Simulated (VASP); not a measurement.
# MgCd (space group P-6m2): computed properties

Level of theory: PBEsol GGA, VASP's PBE PAW potentials (set 64) (plane waves; VASP).

* **space group**: P-6m2 (187)
* **cell**: a = 3.1757 Å, b = 3.1757 Å, c = 4.7671 Å, α = 90.00°, β = 90.00°, γ = 120.00°
* **volume per atom**: 20.82 Å³/atom
* **band gap (over mesh and band path)**: none (metal, semimetal or under 0.01 eV)
* **band gap with spin-orbit coupling**: none (metallic)
* **density**: 5.45 g/cm³

```
CdMg
1.0
    3.17569     0.00000     0.00000
   -1.58785     2.75023     0.00000
    0.00000     0.00000     4.76712
Mg Cd
1 1
Direct
  0.00000   0.00000   0.50000
  0.66667   0.33333   0.00000
```

The structure comes from a computed database's MgCd entry (P-6m2); how it stands against other phases isn't given here. It was relaxed first. Symmetry was kept, so distortions that lower it aren't found.
